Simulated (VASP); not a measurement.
CaReRh2O6: single point with r2SCAN

CaReRh2O6:

```
Re Rh O Ca
1.0
     0.00000    5.66816    0.00000
     5.66816    0.00000    0.00000
     2.83408    2.83408   -3.88509
Re Rh O Ca
1 2 6 1
Direct
  0.00000 0.00000 0.00000
  0.75000 0.25000 0.50000
  0.25000 0.75000 0.50000
  0.32445 0.11348 0.00000
  0.11348 0.67555 0.00000
  0.67555 0.88652 0.00000
  0.88652 0.32445 0.00000
  0.22852 0.22852 0.54295
  0.77148 0.77148 0.45705
  0.50000 0.50000 0.00000
```

The cell was built by a generator and needn't be a form met in nature.

```yaml
Program: VASP 6.6.1
Task: single point
Functional: r2SCAN
Potentials_or_basis: VASP PAW PBE potentials, release 64 (Re, Rh_pv, O, Ca_sv)
Cutoff: 520 eV
k_mesh: 5 × 5 × 5
Occupations: fermi-dirac, width 0.1 eV
Spin: no spin polarisation
Dipole_correction: no
Further_INCAR_settings: ALGO = Normal; EDIFF = 1e-07; NBANDS = 52
```

```json
{"Pressure": "2.2 GPa", "Largest force": "0.408 eV/Å", "Band gap on the k mesh": "none (metal or under the smearing width)"}
```

Forces in eV/Å, atoms in the order of the input:
```
Re   0.000  0.000  0.000
Rh   0.000  0.000  0.000
Rh   0.000  0.000  0.000
O    0.096  0.338  0.000
O   -0.338  0.096  0.000
O   -0.096 -0.338  0.000
O    0.338 -0.096  0.000
O    0.000  0.000  0.408
O    0.000  0.000 -0.408
Ca   0.000  0.000  0.000
```

Stress tensor (GPa, compression positive):
```
1.92 0.00 0.00
0.00 1.92 0.00
0.00 0.00 2.90
```

Levels at points of the mesh, in eV from the Fermi level:
| k point | band 40 | band 41 | band 42 | band 43 | band 44 | band 45 |
| --- | --- | --- | --- | --- | --- | --- |
| (0.00, 0.00, 0.00) | -0.29 | -0.16 | -0.16 | 0.16 | 0.16 | 0.34 |

Wall time 9 min on 1 thread of Intel(R) Xeon(R) Platinum 8488C (Sapphire Rapids), on a shared host, peak memory 0.35 GiB.

Caveat: the PAW data sets were made with another functional, which shifts forces and pressure a little; an odd number of electrons without spin polarisation forces a metal; a magnetic or distorted state may lie lower. The run has no spin-orbit coupling, so splittings on Re are missing.
